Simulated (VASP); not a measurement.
OSZICAR of a VASP run on Al (fcc):

### OSZICAR
```
       N       E                     dE             d eps       ncg     rms          rms(c)
DAV:   1    -0.883781895205E+00   -0.88378E+00   -0.88164E+02  1775   0.317E+02
DAV:   2    -0.330762845299E+01   -0.24238E+01   -0.22178E+01  2170   0.335E+01
DAV:   3    -0.332762982091E+01   -0.20001E-01   -0.19967E-01  2100   0.351E+00
DAV:   4    -0.332768766418E+01   -0.57843E-04   -0.57843E-04  2135   0.182E-01
DAV:   5    -0.332768795896E+01   -0.29478E-06   -0.29437E-06  2120   0.112E-02    0.201E+00
DAV:   6    -0.330661767813E+01    0.21070E-01   -0.51055E-04  1890   0.187E-01    0.116E+00
DAV:   7    -0.329207501138E+01    0.14543E-01   -0.19597E-03  1770   0.337E-01    0.238E-01
DAV:   8    -0.329206801983E+01    0.69916E-05   -0.26767E-05  2205   0.574E-02    0.130E-01
DAV:   9    -0.329205681475E+01    0.11205E-04   -0.15541E-06  1860   0.133E-02    0.742E-04
DAV:  10    -0.329205690455E+01   -0.89800E-07   -0.10229E-08  1175   0.124E-03
   1 F= 0.14716986E+00 E0= 0.14721134E+00  d E =0.147170E+00
```

Question: Which electronic solver shows in the log?

Answer: It is blocked Davidson (ALGO = Normal, or the opening steps of other solvers). The INCAR had ALGO = Normal.

Question: Can the final energy be trusted as converged?

Answer: The calculation finished and met its thresholds. It stopped with EDIFF = 1E-6, NELM = 100, NSW = 40 and EDIFFG = -0.02 after 1 ionic step (PBE GGA, plane waves, VASP's PBE PAW potentials (set 64)).

The compound is Al in the fcc structure. It was relaxed first under an external pressure of 45 GPa.
